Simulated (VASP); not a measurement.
These are r2SCAN meta-GGA, VASP's PBE PAW potentials (set 64) (plane waves; VASP 6.6.1) values and carry that method's errors.

VASP input:

INCAR:
```
# general
SYSTEM   =  ZrS2
PREC     =  Accurate
ENCUT    =  400   # plane-wave cut-off (eV)
LREAL    =  .False.
LASPH    =  .True.   # aspherical one-centre terms

# electronic loop
EDIFF    =  1E-6   # SCF stop (eV)
NELM     =  100
ALGO     =  Normal   # blocked Davidson
LMAXMIX  =  4   # l cut-off of mixed one-centre charges
LMIXTAU  =  .True.

# smearing
ISMEAR   =  0
SIGMA    =  0.05

# functional
METAGGA  =  R2SCAN

# ions
IBRION   =  2   # conjugate gradients
NSW      =  60
ISIF     =  3   # ions, shape and volume
EDIFFG   =  -0.02

# output
LWAVE    =  .False.
LCHARG   =  .False.
```

File POSCAR:
```
ZrS2
1
    0.0000000000     3.1270624834     3.1270624834
    3.1270624834     0.0000000000     3.1270624834
    3.1270624834     3.1270624834    -0.0000000000
Zr S
1 2
Direct
  0.0000000000   0.0000000000   0.0000000000
  0.2500000000   0.2500000000   0.2500000000
  0.7500000000   0.7500000000   0.7500000000
```

File KPOINTS:
```
kpoints
0
gamma
  6 6 6
```

POTCAR, in this order: Zr_sv S (PBE.64 set). Program: vasp_std.

Task: What will the output report for the number of irreducible k-points (NKPTS), number of bands (NBANDS), largest plane-wave count, number of space-group operations, FFT grid (NGX, NGY, NGZ)?

Result: 
| Item | Value |
|---|---|
| number of irreducible k-points (NKPTS) | 16 |
| number of bands (NBANDS) | 16 |
| largest plane-wave count | 1139 |
| number of space-group operations | 48 |
| FFT grid (NGX, NGY, NGZ) | 30 × 30 × 30 |

The structure was generated: ZrS2 was put into the fluorite type (Fm-3m), which need not be its known phase. It was relaxed first, which changed the volume by +9 %. The start is the result of an earlier pass.
